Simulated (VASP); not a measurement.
Input for VASP

KPOINTS:
```
Automatic
0
Gamma
 10 10 10
```

INCAR:
```
ALGO=Normal
EDIFF=1E-7
ENCUT=520
GGA=PS
ISIF=2
ISMEAR=1
LASPH=T
LCHARG=F
LMAXMIX=4
LREAL=F
LWAVE=F
NELM=100
PREC=Accurate
SIGMA=0.1
SYSTEM=InAs
```

POSCAR:
```
InAs
4.2193470
  0.0000000000   0.7071067533   0.7071067533
  0.7071067533   0.0000000000   0.7071067533
  0.7071067533   0.7071067533   0.0000000000
In As
1 1
Direct
  0.0000000000   0.0000000000   0.0000000000
  0.2500000000   0.2500000000   0.2500000000
```

POTCAR, in this order: In_d As (PBE.64 set). Program: vasp_std.

Task: Translate this PBEsol calculation to Quantum ESPRESSO's pw.x.

Result: One equivalent input (not run):
```
&CONTROL
  calculation = 'scf'
  pseudo_dir = './pseudo'
  outdir = './out'
  tprnfor = .true.
  tstress = .true.
/
&SYSTEM
  ibrav = 0
  nat = 2
  ntyp = 2
  ecutwfc = 84
  occupations = 'smearing'
  smearing = 'methfessel-paxton'
  degauss = 0.00735
  input_dft = 'pbesol'
/
&ELECTRONS
  conv_thr = 7.3e-09
  electron_maxstep = 100
/
ATOMIC_SPECIES
  In 114.818 In.upf
  As 74.922 As.upf
CELL_PARAMETERS angstrom
     0.0000000    2.9835288    2.9835288
     2.9835288    0.0000000    2.9835288
     2.9835288    2.9835288    0.0000000
ATOMIC_POSITIONS crystal
  In   0.0000000  0.0000000  0.0000000
  As   0.2500000  0.2500000  0.2500000
K_POINTS automatic
  10 10 10 0 0 0
```
The two are equivalent in intent, not identical: the potentials are each code's own (VASP's PAW set, PseudoDojo norm-conserving files in pw.x), so ENCUT and ecutwfc are chosen apart and not converted; conv_thr bounds pw.x's estimated SCF error, while EDIFF bounds the energy change between steps.

The compound is InAs in the zinc blende structure. This cell is one point of a volume scan, at 0.94 of the reference volume.
